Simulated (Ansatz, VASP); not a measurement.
# NaSe: VASP beside Ansatz, part 2 of 2

One calculation is typed for both programs; each brings its own data sets. How far apart do they land? The cell is taken from a series of runs on this material, whose earlier steps may have relaxed, scaled, displaced or heated it; both programs get it as it stands.

VASP 6.6.1 and Ansatz 0.2.0.

So far: Set-up; VASP: relaxation of cell and atoms, PBEsol.

## 3. Ansatz: relaxation of cell and atoms, PBEsol

Level of this step: Ansatz beside VASP: Kohn-Sham DFT, plane waves, PBEsol (Ansatz).

Ansatz runs on its PAW soft_1 files.

The same cell, functional and mesh now go to Ansatz, which takes its cutoff from its data sets.

input.yaml

```yaml
crystal:
  lattice:
    - [-2.8261647741, 5.3115879313, 3.6446569813]
    - [2.8261647741, -5.3115879313, 3.6446569813]
    - [2.8261647741, 5.3115879313, -3.6446569813]
  atoms:
    - { symbol: Na, position: [0.6411882987, 0.366150408, 0.0073387068] }
    - { symbol: Na, position: [0.1411882987, 0.133849592, 0.2750378907] }
    - { symbol: Na, position: [0.8588117013, 0.866150408, 0.7249621093] }
    - { symbol: Na, position: [0.3588117013, 0.633849592, 0.9926612932] }
    - { symbol: Se, position: [0.0903525833, 0.6297300116, 0.7200825949] }
    - { symbol: Se, position: [0.5903525833, 0.8702699884, 0.4606225717] }
    - { symbol: Se, position: [0.4096474167, 0.1297300116, 0.5393774283] }
    - { symbol: Se, position: [0.9096474167, 0.3702699884, 0.2799174051] }
kpoints:
  mp_grid: { grid: [8, 8, 8] }
hamiltonian:
  xc: pbesol
  pseudopotentials: { kind: paw, azcp: { folder: soft_1 }, xc_functional: pbe }
scf:
  occupations: { method: fixed }
output:
  forces: true
  stress: true
  eigenvalues: true
relax:
  adjacent_minimum: "off"
  f_tol: 0.001
  max_steps: 60
  cell: { stress_tol: 0.01 }
```

Run with:

```console
ansatz run input.yaml --threads 4 --pin off --max-ram 10240MiB --backend cpu --events-out ev --progress --plain --runs-dir out
```

Numbers of over 12 decimals in the logs are rounded to 6 here.

The program printed:

```text
Engine: ansatz 0.2.0, x86_64-unknown-linux-gnu
Pseudopotentials: kind: paw
Pseudopotential: Na, paw, valence charge 9, recommended cutoff 420 eV (normal), soft_1/Na.paw.azcp
Pseudopotential: Se, paw, valence charge 16, recommended cutoff 420 eV (normal), soft_1/Se.paw.azcp
Functional definition: PBEsol
  exchange = pbesol_x
  correlation = pbesol_c
Crystal: 8 atoms, lattice volume = 218.846 Å³
Basis set: ecut = 420 eV, 4285 PW (Γ), exchange–correlation on 96×96×96 points (8 copies of the dense FFT grid, shifted against one another)
Bands: 60, of which v1, the nominal top of the filled ones, is band 50 counted from 1 (49 counted from 0)
Symmetry: 8 space group operations
Space group: Ibam (ITA 72), of the structure as read, at distance tolerance 6.0e-5 Å
k-points: 95 of 512
Non-local potential: Na, projectors of the file, l = 0: 3, l = 1: 2, l = 2: 1
Non-local potential: Se, projectors of the file, l = 0: 2, l = 1: 2, l = 2: 3, l = 3: 1
PAW form: soft (Blöchl's): semilocal exchange-correlation on the pseudo side does not see the compensation charge
PAW frozen core: Na, regenerated for the run's functional, and the local potential with it (the file was generated under x = pbe(κ = 0.804, μ = 0.219515), c = pbe(β = 0.066725))
PAW frozen core: Se, regenerated for the run's functional, and the local potential with it (the file was generated under x = pbe(κ = 0.804, μ = 0.219515), c = pbe(β = 0.066725))
PAW one-centre angular grid: Na, 110 points (default); XC on 64 Gauss nodes
PAW one-centre angular grid: Se, 590 points (default); XC on 64 Gauss nodes
Initial density: superposition of atomic densities (chi_scale 0.1, normalization cell, long waves kept (reshape's long-wave potential 0.02 eV rms))
Initial wavefunctions: pseudopotential atomic-orbital guess
Functional: x = pbesol(κ = 0.804, μ = 0.123457), c = pbesol(β = 0.046)
SCF iter   1: F=—  HF=-27608.845109 eV  |F-HF|=—  |Δ(HF+E_count)|=         —  Δρ=6.38e-2  dr2=1.05e1  ethr=3.10e-3  ⟨swp⟩=4.9  Hψ=20497  notcnv=0  defer=750
preconditioner: auto → Resta (q_TF=auto, 2.394 Å⁻¹)  ε∞=3.4  [insulator: Δε(μ)=0.012 eV  Ē_g=8.537 eV  n_scr=48 (ndim 8)  ℏωp=13.3 eV  f_vac=0.032  ε∞_Penn≈3.4]
SCF iter   2: F=—  HF=-27605.178933 eV  |F-HF|=—  |Δ(HF+E_count)|=    3.67e0  Δρ=2.34e-2  dr2=1.46e0  ethr=3.10e-3  ⟨swp⟩=3.0  Hψ=12082  notcnv=0  defer=759
SCF iter   3: F=—  HF=-27604.617604 eV  |F-HF|=—  |Δ(HF+E_count)|=   5.61e-1  Δρ=7.53e-3  dr2=1.52e-1  ethr=1.46e-3  ⟨swp⟩=3.0  Hψ=8217  notcnv=0  defer=759
SCF iter   4: F=—  HF=-27604.587567 eV  |F-HF|=—  |Δ(HF+E_count)|=   3.00e-2  Δρ=2.02e-3  dr2=1.77e-2  ethr=1.52e-4  ⟨swp⟩=3.0  Hψ=10853  notcnv=0  defer=760
SCF iter   5: F=—  HF=-27604.583743 eV  |F-HF|=—  |Δ(HF+E_count)|=   3.82e-3  Δρ=8.81e-4  dr2=2.38e-3  ethr=1.77e-5  ⟨swp⟩=2.8  Hψ=10252  notcnv=0  defer=760
SCF iter   6: F=—  HF=-27604.585093 eV  |F-HF|=—  |Δ(HF+E_count)|=   1.35e-3  Δρ=1.92e-4  dr2=1.41e-4  ethr=2.38e-6  ⟨swp⟩=2.0  Hψ=6658  notcnv=0  defer=760
SCF iter   7: F=—  HF=-27604.585207 eV  |F-HF|=—  |Δ(HF+E_count)|=   1.14e-4  Δρ=6.49e-5  dr2=1.38e-5  ethr=1.41e-7  ⟨swp⟩=2.0  Hψ=7840  notcnv=0  defer=754
SCF iter   8: F=—  HF=-27604.585235 eV  |F-HF|=—  |Δ(HF+E_count)|=   2.77e-5  Δρ=1.58e-5  dr2=6.91e-7  ethr=1.38e-8  ⟨swp⟩=2.0  Hψ=10134  notcnv=0  defer=381
SCF iter   9: F=-27604.585235 eV  HF=-27604.585235 eV  |F-HF|=2.54e-8  |Δ(HF+E_count)|=   4.93e-7  Δρ=3.58e-6  dr2=2.68e-8  ethr=1.00e-10  ⟨swp⟩=13.0  Hψ=31642  notcnv=0
SCF 1 converged in 9 iterations: F = -27604.585235 eV  dr2 = 2.68e-8
  greatest PAW one-centre occupation: 1.000 electrons in one spin orbital (limit 2), on the Se atom at site 6 (counted from 0), in its partial waves of l = 2
relax step   1: F+E_penalty+E_count = -27604.58523545 eV  Δ(F+E_penalty+E_count) = +0.000e0 eV  max|allowed force component| = 8.057e-4 eV/Å  Δτ_max = 0.0000 Å  P = -0.003 GPa  Ω = 218.846 Å³  (9 SCF iters, dr2 threshold 1.00e-7 eV, accepted)
[...]
relax step   2: F+E_penalty+E_count = -27604.58523656 eV  Δ(F+E_penalty+E_count) = -1.110e-6 eV  max|allowed force component| = 1.808e-4 eV/Å  Δτ_max = 0.0002 Å  P = -0.001 GPa  Ω = 218.855 Å³  energy of the carried Pulay correction = -3.101e-7 eV  (5 SCF iters, dr2 threshold 2.56e-10 eV, accepted)
[...]
relax step   3: F+E_penalty+E_count = -27604.58523631 eV  Δ(F+E_penalty+E_count) = +2.508e-7 eV  max|allowed force component| = 1.801e-4 eV/Å  Δτ_max = 0.0000 Å  P = -0.001 GPa  Ω = 218.855 Å³  stress off target by 3.00e-3 GPa  SCF on the basis re-selected at this cell (its energy is not comparable with the rows above)  (4 SCF iters)
basis re-selected at this cell: Δ(F+E_penalty+E_count) = +2.508e-7 eV, ΔP = +0.000 GPa vs the last step (what re-selecting the basis moved, of the pressure what is left beyond the Pulay correction that the steps carried, after the strain that the cell walked since its last selection, with what the two solves' SCF thresholds leave and, on support functions, any second-order correction that the steps lacked; it is no m [...]
SCF converged after 4 iterations
Free energy (F): -27604.585236 eV
Harris-Foulkes:  -27604.585236 eV  (|F-HF|=1.46e-11)
Internal energy: -27604.585236 eV  (E = F + TS)
E sigma→0 (E₀):  -27604.585236 eV
Fermi energy:    4.022871 eV
--- Per-component energies (eV) ---
  E_band       = -2613.149878
  E_kinetic    = 897.596821
  E_local      = -18176.524798  (includes V_loc(G=0)·N_el)
  E_nonlocal   = -294.793400
  E_hartree    = 8330.043095
  E_xc         = -483.501146
  E_vxc        = -549.161789  (∫ρ·V_xc dr)
  E_paw        = -9480.546728  (= ΣΔE_a)
  E_vpaw       = -1150.351488  (= ΣTr[D̂ρ^β])
  E_aug_tail   = -0.001414  (compensation charges beyond the density's cutoff)
  E_ewald      = -8401.110249
  E_core_change = 4.252583  (= ΣΔE_core)
  E_smearing   = -0.000000  (= −TS)
  E_closure    = -0.000000  (closes the sum)
  Σ components = -27604.585236   (vs F -27604.585236, Δ=0.00e0)
--- Forces (eV/Å), atoms counted from 1 ---
  atom   1  Na    -0.00018014    -0.00005332     0.00000000
  atom   2  Na     0.00018014    -0.00005332     0.00000000
  atom   3  Na    -0.00018014     0.00005332     0.00000000
  atom   4  Na     0.00018014     0.00005332     0.00000000
  atom   5  Se    -0.00001745    -0.00016631     0.00000000
  atom   6  Se     0.00001745    -0.00016631     0.00000000
  atom   7  Se    -0.00001745     0.00016631     0.00000000
  atom   8  Se     0.00001745     0.00016631     0.00000000
  max |Σ_I F_I| component: 6.51e-19 eV/Å
--- Stress (GPa, compression-positive) ---
        0.000679      -0.000000      -0.000000
       -0.000000      -0.002997       0.000000
       -0.000000       0.000000       0.000792
  P = ⅓ Tr σ = -0.0005 GPa (-0.005 kbar)
--- Band table (eV; the first three rows and the last of 95) ---
  k-point 0: bands = [... 46 lower, 2.7524, 2.8528, 3.1180, 3.9226, 5.2930, 5.5689, 5.9681, 7.9868, ... 6 higher]
  k-point 1: bands = [... 46 lower, 2.8027, 2.9251, 3.1300, 3.8461, 4.9997, 5.5281, 6.4564, 7.8095, ... 6 higher]
  k-point 2: bands = [... 46 lower, 2.9162, 3.0555, 3.1546, 3.6961, 4.8325, 5.5195, 7.0010, 8.0078, ... 6 higher]
  k-point 94: bands = [... 46 lower, 3.0303, 3.1172, 3.5531, 4.0229, 4.4159, 5.3093, 7.1937, 7.6588, ... 6 higher]
--- Relaxed structure (2 steps of the walk, 2 accepted, 1 SCFs on fresh bases) ---
  F+E_penalty+E_count = -27604.58523631 eV   max|allowed force component| = 1.801e-4 eV/Å   (the final SCF, on the basis selected at the relaxed cell)
  cell:  # Å, volume = 218.8549 Å³
    - [-2.826204, 5.311163, 3.645047]
    - [2.826204, -5.311163, 3.645047]
    - [2.826204, 5.311163, -3.645047]
  atoms:
    - { symbol: Na, position: [0.641176, 0.366123, 0.00729849] }
    - { symbol: Na, position: [0.141176, 0.133877, 0.275053] }
    - { symbol: Na, position: [0.858824, 0.866123, 0.724947] }
    - { symbol: Na, position: [0.358824, 0.633877, 0.992702] }
    - { symbol: Se, position: [0.090355, 0.629732, 0.720087] }
    - { symbol: Se, position: [0.590355, 0.870268, 0.460622] }
    - { symbol: Se, position: [0.409645, 0.129732, 0.539378] }
    - { symbol: Se, position: [0.909645, 0.370268, 0.279913] }
```

## 4. Comparison

Known differences besides the potentials themselves: fixed occupations in Ansatz, narrow Gaussian smearing in VASP; the data sets hold 100 valence electrons in Ansatz (on its PAW soft_1 files) and 52 in VASP; the cutoff is 420 eV in Ansatz and 500 eV in VASP; Ansatz makes its cores anew for this functional, VASP keeps those of its PBE data sets; Ansatz adds a Pulay correction to the stress that steers its cell, VASP none. Total energies have different zeros and are not compared.

Both answers:

| quantity | Ansatz | VASP | difference |
| --- | --- | --- | --- |
| volume (Å³) | 218.85 | 219.16 | -0.14 % |
| edge a after relaxation, in the typed setting (Å) | 7.034 | 7.038 | -0.06 % |

## 5. Outcome

```
difference in volume (relaxation of cell and atoms, PBEsol) : -0.14 %
```

The difference in volume is -0.14 % (relaxation of cell and atoms, PBEsol), within the 1.2 % picked in this series as the mark of a large difference, as far as the stopping tolerances let one tell. The data sets hold unlike numbers of valence electrons (100 in Ansatz and 52 in VASP), so part of the differences comes from the potentials. Such differences can come from data sets, numerical settings and the points named under the comparisons, not from the functional's error against experiment.

[Lines on the potential files, build, host, timing and source positions are cut from VASP's logs without a mark.]

[Logs are printed without paths, hosts, clocks, repeated set-up lines and the standing remarks that a program may print on its own settings, such as how far it seeks lower states.]

[Hosts, paths, dates, database ids (printed as entryN), source tags and the programs' standing remarks are cut or masked in the printed files.]
